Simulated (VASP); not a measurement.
# Ba2YRuO6: structure and properties in VASP, part 4 of 5

What structure does Ba2YRuO6 take at this level, and what are its properties? The start is a cell from a database of measured crystal structures.

VASP 6.6.1; r2SCAN, no spin polarisation; plane waves and PAW (Ba_sv, Y_sv, Ru_pv, O).

Still holding for the runs below: This run has no spin polarisation, although Ru can carry a moment. Its electron count is odd, so without a moment it is a metal by construction.

So far. Step 5 (Band structure (r2SCAN)): There is no gap at this level. Step 6 (Density of states (r2SCAN)): The finer mesh and the other smearing move the Fermi level by +0.01 eV from the 6×6×6 run, a small shift, which tests the Fermi level alone. Of the states within 0.3 eV of the Fermi level, the largest shares in the PAW spheres are Ru d 56 % and O p 26 %. The rest lies in smaller channels or between the spheres. The relaxed cell has a = 8.353 Å (conventional setting).

## (7) Electric field gradients (r2SCAN)

Field gradients probe how far the charge around each nucleus departs from cubic symmetry; LASPH keeps the non-spherical terms inside the spheres.

Input file INCAR:

```
SYSTEM = Ba2YRuO6
PREC = Accurate
ENCUT = 520
EDIFF = 1E-07
NELM = 100
ISMEAR = 0
SIGMA = 0.05
LREAL = .FALSE.
ALGO = Normal
METAGGA = R2SCAN
LASPH = .TRUE.
NBANDS = 50
LORBIT = 11
LWAVE = .FALSE.
LCHARG = .FALSE.
KPAR = 8
LEFG = .TRUE.
```

Input file POSCAR:

```
Ba2YRuO6
1.0
    0.0000000000      4.1767343012      4.1767343012
    4.1767343012      0.0000000000      4.1767343012
    4.1767343012      4.1767343012      0.0000000000
Ba Y Ru O
2 1 1 6
Direct
    0.2500000000      0.2500000000      0.2500000000
    0.7500000000      0.7500000000      0.7500000000
    0.0000000000      0.0000000000      0.0000000000
    0.5000000000      0.5000000000      0.5000000000
    0.7342083481      0.2657916519      0.2657916519
    0.2657916519      0.7342083481      0.2657916519
    0.2657916519      0.7342083481      0.7342083481
    0.7342083481      0.2657916519      0.7342083481
    0.2657916519      0.2657916519      0.7342083481
    0.7342083481      0.7342083481      0.2657916519
```

Input file KPOINTS:

```
Automatic mesh
0
Gamma
6 6 6
0 0 0
```

PAW data sets: Ba_sv, Y_sv, Ru_pv and O (PBE family, release 64).

Run with:

```
> mpirun -np 8 vasp_std
```

Log:

```text
[... set-up lines as in an earlier step ...]
 entering main loop
       N       E                     dE             d eps       ncg     rms          rms(c)
DAV:   1     0.566254169320E+03    0.56625E+03   -0.44932E+04  1600   0.162E+03
DAV:   2    -0.152621079565E+03   -0.71888E+03   -0.69357E+03  1954   0.397E+02
DAV:   3    -0.201111205961E+03   -0.48490E+02   -0.48006E+02  1992   0.104E+02
DAV:   4    -0.203290617650E+03   -0.21794E+01   -0.21735E+01  2564   0.178E+01
DAV:   5    -0.203325663010E+03   -0.35045E-01   -0.35026E-01  1968   0.223E+00    0.603E+01
DAV:   6    -0.163281988512E+03    0.40044E+02   -0.89004E+01  1872   0.520E+01    0.333E+01
DAV:   7    -0.161535511494E+03    0.17465E+01   -0.25799E+01  1924   0.339E+01    0.273E+01
DAV:   8    -0.160931409750E+03    0.60410E+00   -0.26647E+00  1980   0.961E+00    0.920E+00
DAV:   9    -0.160982122629E+03   -0.50713E-01   -0.32387E-01  2186   0.281E+00    0.136E+00
DAV:  10    -0.160984083845E+03   -0.19612E-02   -0.15959E-02  1998   0.615E-01    0.410E-01
DAV:  11    -0.160984082387E+03    0.14578E-05   -0.31115E-03  1868   0.283E-01    0.102E-01
DAV:  12    -0.160984111050E+03   -0.28663E-04   -0.30881E-04  2086   0.875E-02    0.682E-02
DAV:  13    -0.160984136328E+03   -0.25278E-04   -0.45473E-05  2006   0.424E-02    0.138E-02
DAV:  14    -0.160984136538E+03   -0.21004E-06   -0.10303E-05  2240   0.185E-02    0.365E-03
DAV:  15    -0.160984136344E+03    0.19431E-06   -0.20437E-06  1980   0.702E-03    0.264E-03
DAV:  16    -0.160984136299E+03    0.44637E-07   -0.22974E-07  1552   0.308E-03
ion   1
     0.0000000     0.0000000     0.0000000    -0.0000000    -0.0000000     0.0000000
     0.0000600     0.0000000     0.0000000    -0.0000000    -0.0000000     0.0000000
     0.0000826     0.0000000     0.0000000    -0.0000000    -0.0000000     0.0000000
     0.0001137     0.0000000     0.0000000    -0.0000000    -0.0000000     0.0000000
     0.0001566     0.0000000     0.0000000    -0.0000000    -0.0000000     0.0000000

     0.0000000     0.0000000    -0.0000000    -0.0000000    -0.0000000     0.0000000
     0.0000600     0.0000000    -0.0000000    -0.0000000    -0.0000000     0.0000000
     0.0000826     0.0000000    -0.0000000    -0.0000000    -0.0000000     0.0000000
     0.0001137     0.0000000    -0.0000000    -0.0000000    -0.0000000     0.0000000
     0.0001566     0.0000000    -0.0000000    -0.0000000    -0.0000000     0.0000000

ion   2
     0.0000000     0.0000000     0.0000000    -0.0000000    -0.0000000     0.0000000
     0.0000600     0.0000000     0.0000000    -0.0000000    -0.0000000     0.0000000
     0.0000826     0.0000000     0.0000000    -0.0000000    -0.0000000     0.0000000
     0.0001137     0.0000000     0.0000000    -0.0000000    -0.0000000     0.0000000
     0.0001566     0.0000000     0.0000000    -0.0000000    -0.0000000     0.0000000

     0.0000000     0.0000000     0.0000000    -0.0000000    -0.0000000     0.0000000
     0.0000600     0.0000000     0.0000000    -0.0000000    -0.0000000     0.0000000
     0.0000826     0.0000000     0.0000000    -0.0000000    -0.0000000     0.0000000
     0.0001137     0.0000000     0.0000000    -0.0000000    -0.0000000     0.0000000
     0.0001566     0.0000000     0.0000000    -0.0000000    -0.0000000     0.0000000

ion   3
     0.0000000    -0.0000000    -0.0000000     0.0000000     0.0000000     0.0000000
     0.0000519    -0.0000000    -0.0000000     0.0000000     0.0000000     0.0000000
     0.0000714    -0.0000000    -0.0000000     0.0000000     0.0000000     0.0000000
     0.0000984    -0.0000000    -0.0000000     0.0000000     0.0000000     0.0000000
     0.0001355    -0.0000000    -0.0000000     0.0000000     0.0000000     0.0000000

     0.0000000    -0.0000000    -0.0000000     0.0000000     0.0000000     0.0000000
     0.0000519    -0.0000000    -0.0000000     0.0000000     0.0000000     0.0000000
     0.0000714    -0.0000000    -0.0000000     0.0000000     0.0000000     0.0000000
     0.0000984    -0.0000000    -0.0000000     0.0000000     0.0000000     0.0000000
     0.0001355    -0.0000000    -0.0000000     0.0000000     0.0000000     0.0000000

ion   4
     0.0000000     0.0000000     0.0000000    -0.0000000    -0.0000000     0.0000000
     0.0000541     0.0000000     0.0000000    -0.0000000    -0.0000000     0.0000000
     0.0000746     0.0000000     0.0000000    -0.0000000    -0.0000000     0.0000000
     0.0001027     0.0000000     0.0000000    -0.0000000    -0.0000000     0.0000000
     0.0001414     0.0000000     0.0000000    -0.0000000    -0.0000000     0.0000000

     0.0000000     0.0000000     0.0000000    -0.0000000    -0.0000000    -0.0000000
     0.0000541     0.0000000     0.0000000    -0.0000000    -0.0000000    -0.0000000
     0.0000746     0.0000000     0.0000000    -0.0000000    -0.0000000    -0.0000000
     0.0001027     0.0000000     0.0000000    -0.0000000    -0.0000000    -0.0000000
     0.0001414     0.0000000     0.0000000    -0.0000000    -0.0000000    -0.0000000

ion   5
     0.0000000     0.0000000    -0.0000000     3.4877064    -0.0000000    -6.0408846
     0.0000293     0.0000000    -0.0000000     3.4877063    -0.0000000    -6.0408846
     0.0000403     0.0000000    -0.0000000     3.4877063    -0.0000000    -6.0408845
     0.0000555     0.0000000    -0.0000000     3.4877063    -0.0000000    -6.0408844
     0.0000765     0.0000000    -0.0000000     3.4877061    -0.0000000    -6.0408843

     0.0000000     0.0000000    -0.0000000    12.5325535    -0.0000000   -21.7070194
     0.0000293     0.0000000    -0.0000000    12.5325501    -0.0000000   -21.7070135
     0.0000403     0.0000000    -0.0000000    12.5325478    -0.0000000   -21.7070095
     0.0000555     0.0000000    -0.0000000    12.5325439    -0.0000000   -21.7070027
     0.0000765     0.0000000    -0.0000000    12.5325373    -0.0000000   -21.7069913

ion   6
     0.0000000    -0.0000000    -0.0000000     3.4877064     0.0000000     6.0408846
     0.0000293    -0.0000000    -0.0000000     3.4877063     0.0000000     6.0408846
     0.0000403    -0.0000000    -0.0000000     3.4877063     0.0000000     6.0408845
     0.0000555    -0.0000000    -0.0000000     3.4877063     0.0000000     6.0408844
     0.0000765    -0.0000000    -0.0000000     3.4877061     0.0000000     6.0408843

     0.0000000    -0.0000000    -0.0000000    12.5325535     0.0000000    21.7070194
     0.0000293    -0.0000000    -0.0000000    12.5325501     0.0000000    21.7070135
     0.0000403    -0.0000000    -0.0000000    12.5325478     0.0000000    21.7070095
     0.0000555    -0.0000000    -0.0000000    12.5325439     0.0000000    21.7070027
     0.0000765    -0.0000000    -0.0000000    12.5325373     0.0000000    21.7069913

ion   7
     0.0000000    -0.0000000    -0.0000000     3.4877064    -0.0000000    -6.0408846
     0.0000293    -0.0000000    -0.0000000     3.4877063    -0.0000000    -6.0408846
     0.0000403    -0.0000000    -0.0000000     3.4877063    -0.0000000    -6.0408845
     0.0000555    -0.0000000    -0.0000000     3.4877063    -0.0000000    -6.0408844
     0.0000765    -0.0000000    -0.0000000     3.4877061    -0.0000000    -6.0408843

     0.0000000    -0.0000000    -0.0000000    12.5325535    -0.0000000   -21.7070194
     0.0000293    -0.0000000    -0.0000000    12.5325501    -0.0000000   -21.7070135
     0.0000403    -0.0000000    -0.0000000    12.5325478    -0.0000000   -21.7070095
     0.0000555    -0.0000000    -0.0000000    12.5325439    -0.0000000   -21.7070027
     0.0000765    -0.0000000    -0.0000000    12.5325373    -0.0000000   -21.7069913

ion   8
     0.0000000    -0.0000000     0.0000000     3.4877064     0.0000000     6.0408846
     0.0000293    -0.0000000     0.0000000     3.4877063     0.0000000     6.0408846
     0.0000403    -0.0000000     0.0000000     3.4877063     0.0000000     6.0408845
     0.0000555    -0.0000000     0.0000000     3.4877063     0.0000000     6.0408844
     0.0000765    -0.0000000     0.0000000     3.4877061     0.0000000     6.0408843

     0.0000000    -0.0000000     0.0000000    12.5325535     0.0000000    21.7070194
     0.0000293    -0.0000000     0.0000000    12.5325501     0.0000000    21.7070135
     0.0000403    -0.0000000     0.0000000    12.5325478     0.0000000    21.7070095
     0.0000555    -0.0000000     0.0000000    12.5325439     0.0000000    21.7070027
     0.0000765    -0.0000000     0.0000000    12.5325373     0.0000000    21.7069913

ion   9
     0.0000000    -0.0000000    -0.0000000    -6.9754127    -0.0000000     0.0000000
     0.0000293    -0.0000000    -0.0000000    -6.9754127    -0.0000000     0.0000000
     0.0000403    -0.0000000    -0.0000000    -6.9754126    -0.0000000     0.0000000
     0.0000555    -0.0000000    -0.0000000    -6.9754125    -0.0000000     0.0000000
     0.0000765    -0.0000000    -0.0000000    -6.9754123    -0.0000000     0.0000000

     0.0000000    -0.0000000    -0.0000000   -25.0651070    -0.0000000     0.0000000
     0.0000293    -0.0000000    -0.0000000   -25.0651002    -0.0000000     0.0000000
     0.0000403    -0.0000000    -0.0000000   -25.0650956    -0.0000000     0.0000000
     0.0000555    -0.0000000    -0.0000000   -25.0650877    -0.0000000     0.0000000
     0.0000765    -0.0000000    -0.0000000   -25.0650746    -0.0000000     0.0000000

ion  10
     0.0000000    -0.0000000     0.0000000    -6.9754127     0.0000000    -0.0000000
     0.0000293    -0.0000000     0.0000000    -6.9754127     0.0000000    -0.0000000
     0.0000403    -0.0000000     0.0000000    -6.9754126     0.0000000    -0.0000000
     0.0000555    -0.0000000     0.0000000    -6.9754125     0.0000000    -0.0000000
     0.0000765    -0.0000000     0.0000000    -6.9754123     0.0000000    -0.0000000

     0.0000000    -0.0000000     0.0000000   -25.0651070     0.0000000    -0.0000000
     0.0000293    -0.0000000     0.0000000   -25.0651002     0.0000000    -0.0000000
     0.0000403    -0.0000000     0.0000000   -25.0650956     0.0000000    -0.0000000
     0.0000555    -0.0000000     0.0000000   -25.0650877     0.0000000    -0.0000000
     0.0000765    -0.0000000     0.0000000   -25.0650746     0.0000000    -0.0000000

   1 F= -.16098414E+03 E0= -.16097944E+03  d E =-.938593E-02
```

Wall time 3.5 min (8 MPI ranks of Intel Xeon Platinum 8259CL at 2.50GHz (Skylake/Cascade Lake), shared host); peak memory 3.5 GiB; 22 min of CPU time.

From OUTCAR (step 7):

```text
   NELECT =      81.0000    total number of electrons

 E-fermi :   4.0305

 k-point     1 :       0.0000    0.0000    0.0000
  band No.  band energies     occupation
    ...
     38       2.4786      2.00000
     39       2.4786      2.00000
     40       3.6018      2.00000
     41       3.6018      2.00000
     42       3.6018      2.00000
     43       7.2627      0.00000
     44       7.2627      0.00000
     45       7.8323      0.00000
     46       7.8323      0.00000
     47       9.1251      0.00000
    ...

  Total        0.0215631      0.0215631      0.0215631      0.0000000      0.0000000      0.0000000
  in kB        0.2370721      0.2370721      0.2370721      0.0000000      0.0000000      0.0000000
  external PRESSURE =       0.2370721 kB  Pullay stress =       0.0000000 kB

 POSITION                                       TOTAL-FORCE (eV/Angst)
 -----------------------------------------------------------------------------------
      2.08837      2.08837      2.08837        -0.000000     -0.000000     -0.000000
      6.26510      6.26510      6.26510        -0.000000     -0.000000     -0.000000
      0.00000      0.00000      0.00000        -0.000000      0.000000     -0.000000
      4.17673      4.17673      4.17673        -0.000000      0.000000     -0.000000
      2.22028      4.17673      4.17673        -0.008860      0.000000     -0.000000
      4.17673      2.22028      4.17673        -0.000000     -0.008860     -0.000000
      6.13319      4.17673      4.17673         0.008860      0.000000     -0.000000
      4.17673      6.13319      4.17673        -0.000000      0.008860     -0.000000
      4.17673      4.17673      2.22028        -0.000000      0.000000     -0.008860
      4.17673      4.17673      6.13319        -0.000000      0.000000      0.008860
 -----------------------------------------------------------------------------------
    total drift:                                0.000000      0.000000      0.000000

  FREE ENERGIE OF THE ION-ELECTRON SYSTEM (eV)
  ---------------------------------------------------
  free  energy   TOTEN  =      -160.9841362990 eV

  energy  without entropy=     -160.9747503646  energy(sigma->0) =     -160.97944333

 Electric field gradients after diagonalization (V/A^2)
 (convention: |V_zz| > |V_xx| > |V_yy|)
----------------------------------------------------------------------
 ion       V_xx      V_yy      V_zz     asymmetry (V_yy - V_xx)/ V_zz
----------------------------------------------------------------------
   1      -0.001    -0.001     0.001       0.000
   2      -0.001    -0.001     0.001       0.000
   3      -0.000    -0.000     0.000       0.000
   4       0.001     0.001    -0.002       0.000
   5     -17.904   -17.904    35.807       0.000
   6     -17.904   -17.904    35.807       0.000
   7     -17.904   -17.904    35.807       0.000
   8     -17.904   -17.904    35.807       0.000
   9     -17.904   -17.904    35.807       0.000
  10     -17.904   -17.904    35.807       0.000
----------------------------------------------------------------------

[... 9 parts as in an earlier step ...]

[... 8 further parts left out ...]
```

This step gave:

```yaml
bands: 50
irreducible_k_points: 16
free_energy_toten: -160.9841 eV
fermi_energy: 4.030 eV
pressure: 0.02371 GPa
```

Electric field gradients, by row:

| atom | Vxx (V/Å²) | Vyy (V/Å²) | Vzz (V/Å²) | asymmetry |
| --- | --- | --- | --- | --- |
| Ba1 | -0.001 | -0.001 | 0.001 | - |
| Ba2 | -0.001 | -0.001 | 0.001 | - |
| Y3 | 0 | 0 | 0 | - |
| Ru4 | 0.001 | 0.001 | -0.002 | - |
| O5 | -17.9 | -17.9 | 35.81 | 0 |
| O6 | -17.9 | -17.9 | 35.81 | 0 |
| O7 | -17.9 | -17.9 | 35.81 | 0 |
| O8 | -17.9 | -17.9 | 35.81 | 0 |
| O9 | -17.9 | -17.9 | 35.81 | 0 |
| O10 | -17.9 | -17.9 | 35.81 | 0 |

The largest gradient, 35.81 V/Å², sits on O5 and like sites; times the quadrupole moment of a nucleus that has one, it gives the coupling that NMR and NQR see.

(Part 4 of 5 ends here.)

[Lines on the potential files, build, host, timing and source positions are cut from VASP's logs without a mark.]

[Logs are printed without paths, hosts, clocks, repeated set-up lines and the standing remarks that a program may print on its own settings, such as how far it seeks lower states.]

[Hosts, paths, dates, database ids (printed as entryN), source tags and the programs' standing remarks are cut or masked in the printed files.]

[A measured line is paired with the nearest computed mode of its activity, which favours agreement.]
